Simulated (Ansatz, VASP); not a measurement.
**Cross-check of H26C12S3O7 between VASP and Ansatz**

One calculation is typed for both programs; each brings its own data sets. How far apart do they land? The cell is taken from a series of runs on this material, whose earlier steps may have relaxed, scaled, displaced or heated it; both programs get it as it stands.

Program: Ansatz 0.2.0. Level of theory: plane waves, with VASP 6.6.1 beside it; single point at PBEsol. Results are calculated unless marked as measured.

### Step 1. Set-up

The cell holds 192 atoms: 28 O, 12 S, 48 C and 104 H. Cell: a = 13.149 Å, b = 13.149 Å, c = 13.149 Å, α = 90.0°, β = 90.0°, γ = 90.0°.

### Step 2. Ansatz: single point, PBEsol

Ansatz runs on its default PAW (the set named soft_2) files.

A single point gives forces, pressure and levels at one fixed geometry, so differences don't come from the geometry; what else differs is listed under the comparison.

input.yaml reads:

```yaml
crystal:
  lattice:
    - [13.14856, 0.0, 0.0]
    - [0.0, 13.14856, 0.0]
    - [0.0, 0.0, 13.14856]
  atoms:
    - { symbol: O, position: [0.1725, 0.42188, 0.91809] }
    - { symbol: S, position: [0.12568, 0.32572, 0.89061] }
    - { symbol: O, position: [0.04804, 0.31963, 0.8112] }
    - { symbol: C, position: [0.07692, 0.27071, 0.9996] }
    - { symbol: C, position: [0.15791, 0.20561, 0.03482] }
    - { symbol: C, position: [0.19862, 0.14332, 0.9455] }
    - { symbol: C, position: [0.21818, 0.22451, 0.86742] }
    - { symbol: H, position: [0.06033, 0.33238, 0.05585] }
    - { symbol: H, position: [0.01196, 0.23019, 0.97733] }
    - { symbol: H, position: [0.11801, 0.15211, 0.08421] }
    - { symbol: H, position: [0.21685, 0.25268, 0.06823] }
    - { symbol: H, position: [0.27052, 0.11021, 0.96459] }
    - { symbol: H, position: [0.15242, 0.07297, 0.92164] }
    - { symbol: H, position: [0.20732, 0.19906, 0.79033] }
    - { symbol: H, position: [0.29764, 0.24911, 0.86704] }
    - { symbol: O, position: [0.32878, 0.47267, 0.23688] }
    - { symbol: S, position: [0.38188, 0.52152, 0.14984] }
    - { symbol: O, position: [0.33624, 0.60726, 0.09554] }
    - { symbol: C, position: [0.40449, 0.42448, 0.05627] }
    - { symbol: C, position: [0.513, 0.43661, 0.02707] }
    - { symbol: C, position: [0.56436, 0.46354, 0.12966] }
    - { symbol: C, position: [0.50755, 0.54511, 0.17824] }
    - { symbol: H, position: [0.39524, 0.35331, 0.10106] }
    - { symbol: H, position: [0.36323, 0.4347, 0.98842] }
    - { symbol: H, position: [0.5229, 0.50301, 0.97644] }
    - { symbol: H, position: [0.54502, 0.37441, 0.97972] }
    - { symbol: H, position: [0.5682, 0.39143, 0.17984] }
    - { symbol: H, position: [0.65014, 0.4832, 0.11866] }
    - { symbol: H, position: [0.53026, 0.6181, 0.1428] }
    - { symbol: H, position: [0.50678, 0.53653, 0.26241] }
[... 156 atom lines left out ...]
    - { symbol: O, position: [0.43335, 0.8135, 0.31432] }
    - { symbol: H, position: [0.49063, 0.76459, 0.30374] }
    - { symbol: H, position: [0.39975, 0.79915, 0.38102] }
    - { symbol: O, position: [0.36772, 0.78031, 0.49874] }
    - { symbol: H, position: [0.41705, 0.77801, 0.55657] }
    - { symbol: H, position: [0.29812, 0.76302, 0.52409] }
kpoints:
  mp_grid: { grid: [1, 1, 1] }
hamiltonian:
  xc: pbesol
scf:
  occupations: { method: gaussian, width: 0.025 }
output:
  forces: true
  stress: true
  populations: intrinsic
  dos:
    method: { smearing: { sigma: 0.15 } }
    de: 0.1
    projected: { site_lists: { C: [C], H: [H], O: [O], S: [S] } }
  eigenvalues: true
  write_density: true
  write_potential: true
  volumetric_format: npy
```

Launch:

```bash
> ansatz run input.yaml --threads 8 --pin off --max-ram 15872MiB --backend cpu --events-out ev --progress --plain --runs-dir out
```

Numbers of over 12 decimals in the logs are rounded to 6 here.

Log:

```text
Engine: ansatz 0.2.0, aarch64-unknown-linux-gnu
Pseudopotentials: kind: paw
Pseudopotential: O, paw, valence charge 6, recommended cutoff 420 eV (normal), O.paw.azcp
Pseudopotential: S, paw, valence charge 6, recommended cutoff 420 eV (normal), S.paw.azcp
Pseudopotential: C, paw, valence charge 4, recommended cutoff 420 eV (normal), C.paw.azcp
Pseudopotential: H, paw, valence charge 1, recommended cutoff 420 eV (normal), H.paw.azcp
Functional definition: PBEsol
  exchange = pbesol_x
  correlation = pbesol_c
Crystal: 192 atoms, lattice volume = 2273.184 Å³
Basis set: ecut = 420 eV, 44299 PW (Γ), exchange–correlation on 180×180×180 points (8 copies of the dense FFT grid, shifted against one another)
Bands: 460, of which v1, the nominal top of the filled ones, is band 268 counted from 1 (267 counted from 0)
Symmetry: 1 space group operations
Space group: P1 (ITA 1), of the structure as read, at distance tolerance 1.3e-4 Å
k-points: 1
Non-local potential: O, projectors of the file, l = 0: 2, l = 1: 2, l = 2: 1
Non-local potential: S, projectors of the file, l = 0: 2, l = 1: 2, l = 2: 2
Non-local potential: C, projectors of the file, l = 0: 2, l = 1: 2, l = 2: 1
Non-local potential: H, projectors of the file, l = 0: 2, l = 1: 1
PAW form: soft (Blöchl's): semilocal exchange-correlation on the pseudo side does not see the compensation charge
PAW frozen core: O, regenerated for the run's functional, and the local potential with it (the file was generated under x = pbe(κ = 0.804, μ = 0.219515), c = pbe(β = 0.066725))
PAW frozen core: S, regenerated for the run's functional, and the local potential with it (the file was generated under x = pbe(κ = 0.804, μ = 0.219515), c = pbe(β = 0.066725))
PAW frozen core: C, regenerated for the run's functional, and the local potential with it (the file was generated under x = pbe(κ = 0.804, μ = 0.219515), c = pbe(β = 0.066725))
PAW one-centre angular grid: O, 110 points (default); XC on 64 Gauss nodes
PAW one-centre angular grid: S, 110 points (default); XC on 64 Gauss nodes
PAW one-centre angular grid: C, 110 points (default); XC on 64 Gauss nodes
PAW one-centre angular grid: H, 110 points (default); XC on 64 Gauss nodes
Initial density: superposition of atomic densities (neutral atoms: chi_scale 0, normalization atom), corrected by the library's trained network
Initial wavefunctions: pseudopotential atomic-orbital guess
Functional: x = pbesol(κ = 0.804, μ = 0.123457), c = pbesol(β = 0.046)
SCF iter   1: F=—  HF=-39783.534113 eV  |F-HF|=—  |Δ(HF+E_count)|=         —  Δρ=5.94e-3  dr2=9.95e-1  ethr=1.77e-3  ⟨swp⟩=6.0  Hψ=2234  notcnv=0  defer=80
preconditioner: auto → Resta (q_TF=auto, 2.144 Å⁻¹)  ε∞=2.4  [insulator: Δε(μ)=4.626 eV  Ē_g=14.971 eV  σ=0.025 eV  W_gap=1.00  n_scr=388 (ndim 8)  ℏωp=17.6 eV  f_vac=0.298  D(μ)=0.00/eV (n_scr^D=0)  ε∞_Penn≈2.4]
SCF iter   2: F=—  HF=-39783.320648 eV  |F-HF|=—  |Δ(HF+E_count)|=   2.13e-1  Δρ=3.41e-3  dr2=2.47e-1  ethr=1.86e-4  ⟨swp⟩=2.0  Hψ=635  notcnv=0  defer=187
SCF iter   3: F=—  HF=-39783.320671 eV  |F-HF|=—  |Δ(HF+E_count)|=   2.31e-5  Δρ=1.78e-3  dr2=8.88e-2  ethr=4.61e-5  ⟨swp⟩=3.0  Hψ=548  notcnv=0  defer=187
SCF iter   4: F=—  HF=-39783.309317 eV  |F-HF|=—  |Δ(HF+E_count)|=   1.14e-2  Δρ=5.37e-4  dr2=7.87e-3  ethr=1.66e-5  ⟨swp⟩=3.0  Hψ=546  notcnv=0  defer=187
SCF iter   5: F=—  HF=-39783.311226 eV  |F-HF|=—  |Δ(HF+E_count)|=   1.91e-3  Δρ=2.72e-4  dr2=2.17e-3  ethr=1.47e-6  ⟨swp⟩=2.0  Hψ=784  notcnv=0  defer=187
SCF iter   6: F=—  HF=-39783.311647 eV  |F-HF|=—  |Δ(HF+E_count)|=   4.20e-4  Δρ=1.58e-4  dr2=5.79e-4  ethr=4.06e-7  ⟨swp⟩=2.0  Hψ=540  notcnv=0  defer=187
SCF iter   7: F=—  HF=-39783.311615 eV  |F-HF|=—  |Δ(HF+E_count)|=   3.19e-5  Δρ=4.75e-5  dr2=6.15e-5  ethr=1.08e-7  ⟨swp⟩=2.0  Hψ=544  notcnv=0  defer=187
SCF iter   8: F=—  HF=-39783.312235 eV  |F-HF|=—  |Δ(HF+E_count)|=   6.20e-4  Δρ=2.57e-5  dr2=1.40e-5  ethr=1.15e-8  ⟨swp⟩=2.0  Hψ=534  notcnv=0  defer=187
SCF iter   9: F=—  HF=-39783.312233 eV  |F-HF|=—  |Δ(HF+E_count)|=   1.65e-6  Δρ=8.06e-6  dr2=1.70e-6  ethr=2.61e-9  ⟨swp⟩=2.0  Hψ=534  notcnv=0  defer=187
SCF iter  10: F=—  HF=-39783.312233 eV  |F-HF|=—  |Δ(HF+E_count)|=   8.99e-9  Δρ=4.49e-6  dr2=4.61e-7  ethr=3.18e-10  ⟨swp⟩=2.0  Hψ=541  notcnv=0  defer=187
SCF iter  11: F=-39783.312233 eV  HF=-39783.312233 eV  |F-HF|=4.06e-8  |Δ(HF+E_count)|=   8.14e-8  Δρ=1.77e-6  dr2=7.33e-8  ethr=1.87e-11  ⟨swp⟩=22.0  Hψ=4159  notcnv=0
SCF 1 converged in 11 iterations: F = -39783.312233 eV  dr2 = 7.33e-8
  greatest PAW one-centre occupation: 0.884 electrons in one spin orbital (limit 2), on the O atom at site 77 (counted from 0), in its partial waves of l = 0
[...]
--- intrinsic populations: 192 sites ---
  site symbol       q [e]
     0      O      6.8992
     1      S      3.9684
     2      O      6.9143
     3      C      4.5540
     4      C      4.3350
     5      C      4.3314
     6      C      4.5786
     7      H      0.8135
     8      H      0.8037
     9      H      0.8057
    10      H      0.8090
    11      H      0.7960
    12      H      0.8304
    13      H      0.7746
    14      H      0.7854
    15      O      6.9197
    16      S      3.9718
    17      O      6.9185
    18      C      4.5660
    19      C      4.3320
    20      C      4.3159
    21      C      4.5735
    22      H      0.8163
    23      H      0.7776
[...]
184      H      0.6100
   185      H      0.6214
   186      O      6.8522
   187      H      0.6249
   188      H      0.6232
   189      O      6.7695
   190      H      0.6036
   191      H      0.6269
  spilling = 0.000000 (of n_electrons = 536.000000)
```

### Step 3. VASP: single point, PBEsol

The same cell, functional, mesh and smearing now go to VASP, with its own data sets.

Lines of VASP's logs that name or quote its potential files are left out, and so is its time.

INCAR reads:

```
SYSTEM = H26C12S3O7
PREC = Accurate
ENCUT = 600
EDIFF = 1E-06
NELM = 120
ISMEAR = 0
SIGMA = 0.025
LREAL = Auto
ALGO = Normal
GGA = PS
NBANDS = 402
LORBIT = 11
LWAVE = .FALSE.
LCHARG = .FALSE.
ISIF = 2
LASPH = .TRUE.
GGA_COMPAT = .FALSE.
EFERMI = MIDGAP
```

POSCAR reads:

```
H26C12S3O7
1.0
   13.1485600000      0.0000000000      0.0000000000
    0.0000000000     13.1485600000      0.0000000000
    0.0000000000      0.0000000000     13.1485600000
O S C H
28 12 48 104
Direct
    0.1725000000      0.4218800000      0.9180900000
    0.0480400000      0.3196300000      0.8112000000
    0.3287800000      0.4726700000      0.2368800000
    0.3362400000      0.6072600000      0.0955400000
    0.6818800000      0.5505000000      0.3627600000
    0.5727600000      0.6884300000      0.4403100000
    0.2623000000      0.8927900000      0.8178900000
    0.4125600000      0.8016000000      0.7387000000
    0.3034700000      0.3624400000      0.6517600000
    0.2057900000      0.5256700000      0.6067300000
    0.0062600000      0.0161900000      0.1528700000
    0.0070200000      0.8866800000      0.0129400000
    0.7411400000      0.6621400000      0.8279200000
    0.7457500000      0.5228400000      0.9593500000
    0.5345600000      0.2272100000      0.1603200000
    0.3722200000      0.1419600000      0.1268600000
    0.7951900000      0.9382300000      0.9539200000
    0.6899200000      0.0067900000      0.1049900000
    0.0235400000      0.2493000000      0.4658100000
    0.1547800000      0.1802800000      0.3335400000
    0.1945300000      0.7800500000      0.5945000000
    0.0779100000      0.8556000000      0.4555200000
    0.6832500000      0.3379400000      0.4917200000
    0.6971400000      0.3601100000      0.6834100000
    0.6973300000      0.8553000000      0.8099500000
    0.0492100000      0.6203800000      0.5136300000
    0.4333500000      0.8135000000      0.3143200000
    0.3677200000      0.7803100000      0.4987400000
    0.1256800000      0.3257200000      0.8906100000
    0.3818800000      0.5215200000      0.1498400000
[... 156 atom lines left out ...]
    0.0905700000      0.5708400000      0.5538800000
    0.0834000000      0.6337200000      0.4470200000
    0.4906300000      0.7645900000      0.3037400000
    0.3997500000      0.7991500000      0.3810200000
    0.4170500000      0.7780100000      0.5565700000
    0.2981200000      0.7630200000      0.5240900000
```

KPOINTS reads:

```
Automatic mesh
0
Gamma
1 1 1
0 0 0
```

Potentials, in the order of the species: O, S, C and H (PBE family, release 64).

Launch:

```bash
> export OMP_NUM_THREADS=3
> mpirun -np 1 vasp_gam
```

Log:

```text
[banner, memory and clock lines left out]
running    1 mpi-ranks, on    1 nodes
[...]
Offloading initialized ...    1 GPUs detected
[...]
|                                                                             |
|               ----> ADVICE to this user running VASP <----                  |
|                                                                             |
|     You enforced a specific xc type in the INCAR file but a different       |
|     [... a line on the potential file left out ...]
|     I HOPE YOU KNOW WHAT YOU ARE DOING!                                     |
|                                                                             |

 LDA part: xc-table for (Slater+PW92), standard interpolation
 POSCAR, INCAR and KPOINTS ok, starting setup
[...]
entering main loop
       N       E                     dE             d eps       ncg     rms          rms(c)
DAV:   1     0.442116054567E+04    0.44212E+04   -0.29701E+05   812   0.137E+03
DAV:   2    -0.650304165416E+03   -0.50715E+04   -0.48134E+04  1006   0.301E+02
DAV:   3    -0.117224104456E+04   -0.52194E+03   -0.51754E+03  1000   0.997E+01
DAV:   4    -0.118516284408E+04   -0.12922E+02   -0.12852E+02  1016   0.174E+01
[...]
DAV:  18    -0.106748436161E+04    0.18267E-05   -0.20387E-05   976   0.120E-02    0.813E-03
DAV:  19    -0.106748436036E+04    0.12480E-05   -0.64791E-06   920   0.826E-03    0.486E-03
DAV:  20    -0.106748435947E+04    0.89140E-06   -0.42853E-06   912   0.501E-03
   1 F= -.10674844E+04 E0= -.10674844E+04  d E =0.000000E+00
```

From OUTCAR (step 3):

```text
  FREE ENERGIE OF THE ION-ELECTRON SYSTEM (eV)
  ---------------------------------------------------
  free  energy   TOTEN  =     -1067.4843594692 eV

  energy  without entropy=    -1067.4843594692  energy(sigma->0) =    -1067.48435947
```

The run ends at a pressure of 2.56 GPa, with forces up to 4.9 eV/Å.

### Step 4. Differences

Known differences besides the potentials themselves: the cutoff is 420 eV in Ansatz and 600 eV in VASP (PREC = Accurate, projectors in real space); Ansatz makes its cores anew for this functional, VASP keeps those of its PBE data sets. Total energies have different zeros and are not compared.

The two programs side by side:

| quantity | Ansatz | VASP | difference |
| --- | --- | --- | --- |
| pressure (GPa) | 2.77 | 2.56 | +0.21 |
| gap on the k mesh (eV) | 4.537 | 4.519 | +0.018 |

Forces on 8 of the 192 atoms, those with the largest forces and the largest differences (eV/Å; atoms numbered as in POSCAR):

```
atom          Ansatz x, y, z            VASP x, y, z
  O5  -0.118, -1.477, -1.263  -0.147, -1.250, -1.127
 O12  -2.671, -1.333, -4.046  -2.566, -1.193, -3.617
 S34     3.816, 1.706, 2.745     3.691, 1.672, 2.358
 C47   3.635, -3.132, -0.653   3.651, -3.153, -0.661
 C62   -0.434, 0.997, -4.214   -0.427, 0.976, -4.207
 C66  -4.117, -1.186, -0.522  -4.118, -1.173, -0.517
 C69  -2.303, -3.638, -0.346  -2.291, -3.622, -0.347
H145     1.978, 3.698, 0.549     1.990, 3.709, 0.543
```

The forces differ by 50 meV/Å r.m.s., which is 4.8 % of the r.m.s. force of 1.023 eV/Å (both taken over all components). A gap on the mesh is an upper bound, since the band edges may lie between its points.

### Step 5. Summary of results

- r.m.s. force difference (single point, PBEsol): 4.8 % of the r.m.s. force

The r.m.s. force difference is 4.8 % of the r.m.s. force (single point, PBEsol), beyond the 3 % picked in this series as the mark of a large difference. What causes the difference of the single point, PBEsol pair stays open here. How closely two codes agree says nothing of how well the functional describes the real material.

[Lines on the potential files, build, host, timing and source positions are cut from VASP's logs without a mark.]

[Logs are printed without paths, hosts, clocks, repeated set-up lines and the standing remarks that a program may print on its own settings, such as how far it seeks lower states.]

[Hosts, paths, dates, database ids (printed as entryN), source tags and the programs' standing remarks are cut or masked in the printed files.]
